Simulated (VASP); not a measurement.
All values below come from r2SCAN meta-GGA, VASP's PBE PAW potentials (set 64) (plane waves; VASP).

The input files of a VASP run:

File POSCAR:
```
HfO2
1
    5.5228043310     0.0000000000     0.0000000000
   -0.0000000000     3.2985996754     0.0000000000
    0.0000000000     0.0000000000     6.4325538833
Hf O
4 8
Direct
  0.7527503533   0.2500000000   0.1097810252
  0.2472496467   0.7500000000   0.8902189748
  0.7472496467   0.7500000000   0.6097810252
  0.2527503533   0.2500000000   0.3902189748
  0.9765409119   0.7500000000   0.3399960030
  0.0234590881   0.2500000000   0.6600039970
  0.5234590881   0.2500000000   0.8399960030
  0.4765409119   0.7500000000   0.1600039970
  0.8600010050   0.7500000000   0.9250464573
  0.1399989950   0.2500000000   0.0749535427
  0.6399989950   0.2500000000   0.4250464573
  0.3600010050   0.7500000000   0.5749535427
```

KPOINTS_OPT:
```
k-points along high-symmetry lines
5
Line-mode
Reciprocal
  0.000000   0.000000   0.000000 ! GAMMA
  0.500000   0.000000   0.000000 ! X

  0.500000   0.000000   0.000000 ! X
  0.500000   0.500000   0.000000 ! S

  0.500000   0.500000   0.000000 ! S
  0.000000   0.500000   0.000000 ! Y

  0.000000   0.500000   0.000000 ! Y
  0.000000   0.000000   0.000000 ! GAMMA

  0.000000   0.000000   0.000000 ! GAMMA
  0.000000   0.000000   0.500000 ! Z

  0.000000   0.000000   0.500000 ! Z
  0.500000   0.000000   0.500000 ! U

  0.500000   0.000000   0.500000 ! U
  0.500000   0.500000   0.500000 ! R

  0.500000   0.500000   0.500000 ! R
  0.000000   0.500000   0.500000 ! T

  0.000000   0.500000   0.500000 ! T
  0.000000   0.000000   0.500000 ! Z

  0.500000   0.000000   0.000000 ! X
  0.500000   0.000000   0.500000 ! U

  0.000000   0.500000   0.000000 ! Y
  0.000000   0.500000   0.500000 ! T

  0.500000   0.500000   0.000000 ! S
  0.500000   0.500000   0.500000 ! R
```

KPOINTS:
```
Regular mesh
0
gamma
 5 8 4
```

### INCAR
```
NEDOS=601   ! DOS grid
LMIXTAU=T
LREAL=F
PREC=Accurate
SYSTEM=HfO2
LASPH=T
LCHARG=F
METAGGA=R2SCAN
EDIFF=1E-7
LMAXMIX=6
LEFG=T
ENCUT=520
ISMEAR=-5   ! tetrahedra, Bloechl
ISIF=2
LORBIT=11   ! lm-projected
NELM=100   ! most electronic steps
LWAVE=F
ALGO=Normal
```

POTCAR, in this order: Hf_pv O (PBE.64 set). Program: vasp_std.

Output

File OUTCAR:
```
 ion  position               nearest neighbor table
   1  0.753  0.250  0.110-   9 2.12   9 2.12  11 2.12   7 2.15  10 2.15   8 2.27   8 2.27   5 2.54
                             5 2.54   4 3.30   4 3.30   2 3.49   2 3.49   2 3.54   2 3.54   3 3.61
   2  0.247  0.750  0.890-  10 2.12  10 2.12  12 2.12   8 2.15   9 2.15   7 2.27   7 2.27   6 2.54
                             6 2.54   3 3.30   3 3.30   1 3.49   1 3.49   1 3.54   1 3.54   4 3.61
   3  0.747  0.750  0.610-  11 2.12  11 2.12   9 2.12   5 2.15  12 2.15   6 2.27   6 2.27   7 2.54
                             7 2.54   2 3.30   2 3.30   4 3.49   4 3.49   4 3.54   4 3.54   1 3.61
   4  0.253  0.250  0.390-  12 2.12  12 2.12  10 2.12   6 2.15  11 2.15   5 2.27   5 2.27   8 2.54
                             8 2.54   1 3.30   1 3.30   3 3.49   3 3.49   3 3.54   3 3.54   2 3.61
   5  0.977  0.750  0.340-   3 2.15   4 2.27   4 2.27   1 2.54   1 2.54
   6  0.023  0.250  0.660-   4 2.15   3 2.27   3 2.27   2 2.54   2 2.54
   7  0.523  0.250  0.840-   1 2.15   2 2.27   2 2.27   3 2.54   3 2.54
   8  0.477  0.750  0.160-   2 2.15   1 2.27   1 2.27   4 2.54   4 2.54
   9  0.860  0.750  0.925-   1 2.12   1 2.12   3 2.12   2 2.15
  10  0.140  0.250  0.075-   2 2.12   2 2.12   4 2.12   1 2.15
  11  0.640  0.250  0.425-   3 2.12   3 2.12   1 2.12   4 2.15
  12  0.360  0.750  0.575-   4 2.12   4 2.12   2 2.12   3 2.15
  LATTYP: Found a simple orthorhombic cell.
 ALAT       =     3.2985996754
 B/A-ratio  =     1.6742875385
 C/A-ratio  =     1.9500862537
 Subroutine PRICEL returns:
 Original cell was already a primitive cell.
 Subroutine GETGRP returns: Found  8 space group operations
The static configuration has the point symmetry S_2 .
 The point group associated with its full space group is D_2h.
The dynamic configuration has the point symmetry S_2 .
 Subroutine INISYM returns: Found  8 space group operations
 Subroutine IBZKPT returns following result:
 Found     45 irreducible k-points:

 Following reciprocal coordinates:
            Coordinates               Weight
  0.000000  0.000000  0.000000      1.000000
  0.200000  0.000000  0.000000      2.000000
  0.400000  0.000000  0.000000      2.000000
  0.000000  0.125000  0.000000      2.000000
  0.200000  0.125000  0.000000      4.000000
  0.400000  0.125000  0.000000      4.000000
  0.000000  0.250000  0.000000      2.000000
...
```

**OSZICAR**
```
       N       E                     dE             d eps       ncg     rms          rms(c)
DAV:   1     0.418868425033E+03    0.41887E+03   -0.53155E+04  4680   0.178E+03
DAV:   2    -0.286680710885E+03   -0.70555E+03   -0.68987E+03  5916   0.447E+02
DAV:   3    -0.319622049196E+03   -0.32941E+02   -0.32867E+02  5560   0.896E+01
DAV:   4    -0.319988537948E+03   -0.36649E+00   -0.36601E+00  5744   0.105E+01
DAV:   5    -0.319994252938E+03   -0.57150E-02   -0.57120E-02  5632   0.113E+00    0.110E+02
DAV:   6    -0.283776082143E+03    0.36218E+02   -0.77693E+01  5140   0.373E+01    0.858E+01
DAV:   7    -0.273320665447E+03    0.10455E+02   -0.11282E+01  5500   0.175E+01    0.289E+01
DAV:   8    -0.283241272552E+03   -0.99206E+01   -0.78112E+00  5244   0.151E+01    0.152E+01
DAV:   9    -0.271221791104E+03    0.12019E+02   -0.81048E+00  5036   0.121E+01    0.184E+01
DAV:  10    -0.273677225688E+03   -0.24554E+01   -0.37917E+00  4972   0.102E+01    0.324E+00
DAV:  11    -0.273665345958E+03    0.11880E-01   -0.59438E-02  5720   0.149E+00    0.152E+00
DAV:  12    -0.273721564874E+03   -0.56219E-01   -0.22611E-02  5516   0.805E-01    0.697E-01
DAV:  13    -0.273749399489E+03   -0.27835E-01   -0.18496E-02  5052   0.817E-01    0.145E-01
DAV:  14    -0.273746917932E+03    0.24816E-02   -0.14904E-03  5544   0.239E-01    0.149E-01
DAV:  15    -0.273749457790E+03   -0.25399E-02   -0.75530E-04  5080   0.183E-01    0.864E-02
DAV:  16    -0.273749236205E+03    0.22158E-03   -0.18515E-04  5120   0.102E-01    0.652E-02
DAV:  17    -0.273749352340E+03   -0.11614E-03   -0.42442E-05  5356   0.486E-02    0.590E-02
DAV:  18    -0.273749587137E+03   -0.23480E-03   -0.53689E-05  5012   0.532E-02    0.306E-02
DAV:  19    -0.273749613286E+03   -0.26149E-04   -0.67770E-06  5768   0.172E-02    0.144E-02
DAV:  20    -0.273749615162E+03   -0.18763E-05   -0.15256E-06  5160   0.933E-03    0.117E-02
DAV:  21    -0.273749617142E+03   -0.19794E-05   -0.76911E-07  4760   0.510E-03    0.659E-03
DAV:  22    -0.273749617589E+03   -0.44728E-06   -0.36559E-07  4316   0.385E-03    0.291E-03
DAV:  23    -0.273749617691E+03   -0.10210E-06   -0.51791E-08  2812   0.129E-03    0.642E-04
DAV:  24    -0.273749617710E+03   -0.18244E-07   -0.45835E-08  2788   0.103E-03
   1 F= -.27374962E+03 E0= -.27374962E+03  d E =0.000000E+00
       N       E                     dE             ncg
       N       E                     dE             ncg
```

**OUTCAR**
```
------------------------ aborting loop because EDIFF is reached ----------------------------------------
  FORCE on cell =-STRESS in cart. coord.  units (eV):
  Direction    XX          YY          ZZ          XY          YZ          ZX
  --------------------------------------------------------------------------------------
  Total       -0.1112300     -0.0796649      0.0680935     -0.0000000      0.0000000      0.0000000
  in kB       -1.5207571     -1.0891928      0.9309867     -0.0000000      0.0000000      0.0000000
  external PRESSURE =      -0.5596544 kB  Pullay stress =       0.0000000 kB
  volume of cell :      117.19
      direct lattice vectors                 reciprocal lattice vectors
     5.522804331  0.000000000  0.000000000     0.181067432  0.000000000  0.000000000
     0.000000000  3.298599675  0.000000000     0.000000000  0.303158946  0.000000000
     0.000000000  0.000000000  6.432553883     0.000000000  0.000000000  0.155459250
 POSITION                                       TOTAL-FORCE (eV/Angst)
 -----------------------------------------------------------------------------------
      4.15729      0.82465      0.70617         0.000701     -0.000000     -0.016380
      1.36551      2.47395      5.72638        -0.000701     -0.000000      0.016380
      4.12691      2.47395      3.92245        -0.000701     -0.000000     -0.016380
      1.39589      0.82465      2.51010         0.000701      0.000000      0.016380
      5.39324      2.47395      2.18704         0.013406     -0.000000      0.000642
      0.12956      0.82465      4.24551        -0.013406      0.000000     -0.000642
      2.89096      0.82465      5.40332        -0.013406     -0.000000      0.000642
      2.63184      2.47395      1.02923         0.013406      0.000000     -0.000642
      4.74962      2.47395      5.95041         0.002711     -0.000000     -0.011661
      0.77319      0.82465      0.48214        -0.002711     -0.000000      0.011661
      3.53459      0.82465      2.73413        -0.002711     -0.000000     -0.011661
      1.98822      2.47395      3.69842         0.002711      0.000000      0.011661
 -----------------------------------------------------------------------------------
    total drift:                               -0.000000      0.000000     -0.000000
  FREE ENERGIE OF THE ION-ELECTRON SYSTEM (eV)
  ---------------------------------------------------
  free  energy   TOTEN  =      -273.7496177095 eV

  energy  without entropy=     -273.7496177095  energy(sigma->0) =     -273.74961771

 total charge

# of ion       s       p       d       tot
------------------------------------------
    1        0.302   6.582   1.431   8.316
    2        0.302   6.582   1.431   8.316
    3        0.302   6.582   1.431   8.316
    4        0.302   6.582   1.431   8.316
    5        1.562   3.540   0.000   5.102
    6        1.562   3.540   0.000   5.102
    7        1.562   3.540   0.000   5.102
    8        1.562   3.540   0.000   5.102
    9        1.571   3.632   0.000   5.202
   10        1.571   3.632   0.000   5.202
   11        1.571   3.632   0.000   5.202
   12        1.571   3.632   0.000   5.202
--------------------------------------------------
tot         13.739  55.016   5.725  74.480

 Electric field gradients after diagonalization (V/A^2)
 (convention: |V_zz| > |V_xx| > |V_yy|)
----------------------------------------------------------------------
 ion       V_xx      V_yy      V_zz     asymmetry (V_yy - V_xx)/ V_zz
----------------------------------------------------------------------
   1      86.892    59.671  -146.563       0.186
   2      86.892    59.671  -146.563       0.186
   3      86.892    59.671  -146.563       0.186
   4      86.892    59.671  -146.563       0.186
   5      14.432     9.068   -23.501       0.228
   6      14.432     9.068   -23.501       0.228
   7      14.432     9.068   -23.501       0.228
   8      14.432     9.068   -23.501       0.228
   9     -15.096   -10.921    26.017       0.160
  10     -15.096   -10.921    26.017       0.160
  11     -15.096   -10.921    26.017       0.160
  12     -15.096   -10.921    26.017       0.160
```
(Selected blocks of OUTCAR.)

OUTCAR:
```
 val. band max:        4.6410776469   @ k =   0.0000   0.0000   0.0000

 cond. band min:       8.5727528158   @ k =   0.0000   0.0000   0.0000


 Fermi energy:         4.6490628677

 k-point     1 :       0.0000    0.0000    0.0000
  band No.  band energies     occupation
      1     -26.2571      2.00000
      2     -26.0894      2.00000
      3     -26.0197      2.00000
      4     -25.8880      2.00000
      5     -25.8180      2.00000
      6     -25.7380      2.00000
      7     -25.7230      2.00000
      8     -25.6428      2.00000
      9     -25.6327      2.00000
     10     -25.6247      2.00000
     11     -25.6145      2.00000
     12     -25.5970      2.00000
     13     -15.3384      2.00000
     14     -13.5974      2.00000
     15     -13.5710      2.00000
     16     -13.0197      2.00000
     17     -12.7143      2.00000
     18     -12.6922      2.00000
     19     -12.6459      2.00000
     20     -12.4317      2.00000
     21      -0.7243      2.00000
     22      -0.7148      2.00000
     23      -0.3042      2.00000
     24      -0.0901      2.00000
     25       0.0312      2.00000
     26       0.4475      2.00000
     27       0.5144      2.00000
     28       0.5202      2.00000
     29       0.8658      2.00000
     30       1.0535      2.00000
     31       1.0890      2.00000
     32       1.3192      2.00000
     33       1.9268      2.00000
     34       2.0291      2.00000
     35       2.1509      2.00000
     36       2.5581      2.00000
     37       2.6887      2.00000
     38       2.9405      2.00000
     39       3.3059      2.00000
     40       3.7352      2.00000
     41       3.7668      2.00000
     42       4.3413      2.00000
     43       4.5889      2.00000
     44       4.6411      2.00000
     45       8.5728      0.00000
     46       9.6297      0.00000
     47       9.6627      0.00000
     48      10.2010      0.00000
     49      10.8566      0.00000
     50      11.0162      0.00000
     51      11.1034      0.00000
...
```

Unless said otherwise, spin-orbit coupling is left out, though it shifts the bands of the heavy elements here.

The structure comes from a computed database's HfO2 entry (Pnma); how it stands against other phases isn't given here. It was relaxed first.
